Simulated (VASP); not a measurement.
Computed with r2SCAN+rVV10, VASP's PBE PAW potentials (set 64) (plane waves; VASP).

VASP ran on this input.

File POSCAR:
```
LiCl
5.1102610
  0.0000000000   0.5000000170   0.5000000170
  0.5000000170   0.0000000000   0.5000000170
  0.5000000170   0.5000000170   0.0000000000
Li Cl
1 1
Direct
  0.0000000000   0.0000000000   0.0000000000
  0.5000000000   0.5000000000   0.5000000000
```

File KPOINTS:
```
Automatic mesh
0
Gamma
9 9 9
0 0 0
```

### INCAR
```
SYSTEM = LiCl
PREC = Accurate
ENCUT = 520
EDIFF = 1E-7
NELM = 100
ALGO = Normal
LREAL = .FALSE.
LASPH = .TRUE.
ISMEAR = 0
SIGMA = 0.05
METAGGA = R2SCAN
LUSE_VDW = .TRUE.
BPARAM = 11.95
CPARAM = 0.0093
LMIXTAU = .TRUE.
LWAVE = .FALSE.
LCHARG = .FALSE.
ISIF = 2
```

POTCAR, in this order: Li_sv Cl (PBE.64 set). Program: vasp_std.

Output

File OUTCAR:
```
 ion  position               nearest neighbor table
   1  0.000  0.000  0.000-   2 2.56   2 2.56   2 2.56   2 2.56   2 2.56   2 2.56
   2  0.500  0.500  0.500-   1 2.56   1 2.56   1 2.56   1 2.56   1 2.56   1 2.56
  LATTYP: Found a face centered cubic cell.
 ALAT       =     5.1102611736
 Subroutine PRICEL returns:
 Original cell was already a primitive cell.
 Subroutine GETGRP returns: Found 48 space group operations
The static configuration has the point symmetry O_h .
The dynamic configuration has the point symmetry O_h .
 Subroutine INISYM returns: Found 48 space group operations
 Subroutine IBZKPT returns following result:
 Found     35 irreducible k-points:

 Following reciprocal coordinates:
            Coordinates               Weight
  0.000000  0.000000  0.000000      1.000000
  0.111111  0.000000  0.000000      8.000000
  0.222222  0.000000  0.000000      8.000000
  0.333333  0.000000  0.000000      8.000000
  0.444444  0.000000  0.000000      8.000000
  0.111111  0.111111  0.000000      6.000000
  0.222222  0.111111  0.000000     24.000000
  0.333333  0.111111  0.000000     24.000000
  0.444444  0.111111  0.000000     24.000000
...
```

File OSZICAR:
```
       N       E                     dE             d eps       ncg     rms          rms(c)
DAV:   1     0.357764809570E+02    0.35776E+02   -0.43252E+03   630   0.104E+03
DAV:   2    -0.125775396419E+02   -0.48354E+02   -0.45797E+02   859   0.169E+02
DAV:   3    -0.142580177618E+02   -0.16805E+01   -0.16775E+01   758   0.381E+01
DAV:   4    -0.143051628331E+02   -0.47145E-01   -0.47093E-01   953   0.574E+00
DAV:   5    -0.143057019415E+02   -0.53911E-03   -0.53910E-03   856   0.566E-01    0.260E+00
DAV:   6    -0.122195550880E+02    0.20861E+01   -0.60742E-01   915   0.776E+00    0.280E+00
DAV:   7    -0.122760981585E+02   -0.56543E-01   -0.23445E-01   759   0.570E+00    0.331E-01
DAV:   8    -0.123732834850E+02   -0.97185E-01   -0.19843E-01   630   0.553E+00    0.854E-01
DAV:   9    -0.122681162575E+02    0.10517E+00   -0.48169E-02   721   0.305E+00    0.788E-01
DAV:  10    -0.123017229080E+02   -0.33607E-01   -0.17700E-02   791   0.187E+00    0.138E-01
DAV:  11    -0.123159213937E+02   -0.14198E-01   -0.75849E-03   632   0.134E+00    0.702E-02
DAV:  12    -0.123135317062E+02    0.23897E-02   -0.15105E-03   742   0.545E-01    0.115E-01
DAV:  13    -0.123161123546E+02   -0.25806E-02   -0.22671E-03   650   0.670E-01    0.203E-02
DAV:  14    -0.123162272011E+02   -0.11485E-03   -0.16539E-04   659   0.195E-01    0.183E-02
DAV:  15    -0.123162247362E+02    0.24650E-05   -0.18532E-05   722   0.641E-02    0.529E-03
DAV:  16    -0.123161947309E+02    0.30005E-04   -0.81204E-06   663   0.458E-02    0.179E-03
DAV:  17    -0.123162119163E+02   -0.17185E-04   -0.13613E-06   710   0.188E-02    0.111E-03
DAV:  18    -0.123162142876E+02   -0.23713E-05   -0.20661E-07   804   0.716E-03    0.286E-04
DAV:  19    -0.123162187677E+02   -0.44801E-05   -0.34459E-08   647   0.281E-03    0.869E-05
DAV:  20    -0.123162176877E+02    0.10800E-05   -0.41641E-09   353   0.103E-03    0.372E-05
DAV:  21    -0.123162177389E+02   -0.51141E-07   -0.71990E-10   344   0.338E-04
   1 F= -.12316218E+02 E0= -.12316218E+02  d E =-.120811E-16
```

OUTCAR:
```
------------------------ aborting loop because EDIFF is reached ----------------------------------------
  FORCE on cell =-STRESS in cart. coord.  units (eV):
  Direction    XX          YY          ZZ          XY          YZ          ZX
  --------------------------------------------------------------------------------------
  Total       -0.2275503     -0.2275503     -0.2275503     -0.0000000      0.0000000     -0.0000000
  in kB      -10.9274460    -10.9274460    -10.9274460     -0.0000000      0.0000000     -0.0000000
  external PRESSURE =     -10.9274460 kB  Pullay stress =       0.0000000 kB
  volume of cell :       33.36
      direct lattice vectors                 reciprocal lattice vectors
     0.000000000  2.555130587  2.555130587    -0.195684715  0.195684715  0.195684715
     2.555130587  0.000000000  2.555130587     0.195684715 -0.195684715  0.195684715
     2.555130587  2.555130587  0.000000000     0.195684715  0.195684715 -0.195684715
  FREE ENERGIE OF THE ION-ELECTRON SYSTEM (eV)
  ---------------------------------------------------
  free  energy   TOTEN  =       -12.3162177389 eV

  energy  without entropy=      -12.3162177389  energy(sigma->0) =      -12.31621774
```
(Selected blocks of OUTCAR.)

**OUTCAR**
```
 val. band max:        0.2727585540   @ k =   0.0000   0.0000   0.0000

 cond. band min:       7.5691043432   @ k =   0.0000   0.0000   0.0000


 Fermi energy:         0.5483331797

 k-point     1 :       0.0000    0.0000    0.0000
  band No.  band energies     occupation
      1     -44.4710      2.00000
      2     -13.7579      2.00000
      3       0.2728      2.00000
      4       0.2728      2.00000
      5       0.2728      2.00000
      6       7.5691      0.00000
      7      12.9053      0.00000
      8      12.9053      0.00000
      9      12.9053      0.00000

 k-point     2 :       0.1111    0.0000    0.0000
  band No.  band energies     occupation
      1     -44.4708      2.00000
      2     -13.6945      2.00000
      3      -0.1577      2.00000
      4       0.2367      2.00000
      5       0.2367      2.00000
      6       7.9438      0.00000
      7      12.2637      0.00000
      8      12.9317      0.00000
      9      12.9318      0.00000

 k-point     3 :       0.2222    0.0000    0.0000
  band No.  band energies     occupation
      1     -44.4700      2.00000
      2     -13.5265      2.00000
      3      -1.0970      2.00000
      4       0.1499      2.00000
      5       0.1499      2.00000
      6       8.3647      0.00000
      7      11.9896      0.00000
      8      12.0530      0.00000
      9      12.0533      0.00000

 k-point     4 :       0.3333    0.0000    0.0000
  band No.  band energies     occupation
      1     -44.4690      2.00000
      2     -13.3210      2.00000
      3      -2.0137      2.00000
      4       0.0574      2.00000
      5       0.0574      2.00000
      6       8.1118      0.00000
      7      11.1114      0.00000
      8      11.1118      0.00000
      9      13.0530      0.00000

 k-point     5 :       0.4444    0.0000    0.0000
  band No.  band energies     occupation
      1     -44.4683      2.00000
      2     -13.1772      2.00000
      3      -2.5608      2.00000
...
```

The compound is LiCl in the rock salt structure. This cell is one point of a volume scan, at 1.03 of the reference volume.
